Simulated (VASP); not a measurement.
Consider the following.

```xyz
1
Lattice="0.0000 1.7691 1.7691 1.7691 0.0000 1.7691 1.7691 1.7691 0.0000" Properties=species:S:1:pos:R:3 pbc="T T T"
Ni     0.0000     0.0000     0.0000
```
Starting moments (μB, in the order of the record's atoms Ni): 0.6.

Method: vdW-DF-cx, VASP's PBE PAW potentials (set 64) (plane waves; VASP 6.6.1). Numerical set-up: 520 eV cut-off, 18×18×18 Γ-centred mesh, first-order Methfessel-Paxton smearing of 0.10 eV, potentials Ni.

The job: Ni (fcc), 1 atom, vdW-DF-cx, static run, 520 eV, 18×18×18 Γ-centred mesh. Roughly how much core time does it take on a busy server core?

About 30 core-seconds (one run on a shared machine, a rough figure). It had 195 irreducible k-points, 9 bands, up to 310 plane waves and 14 electronic steps.

The compound is Ni in the fcc structure. This cell is one point of a volume scan, at 1.06 of the reference volume.
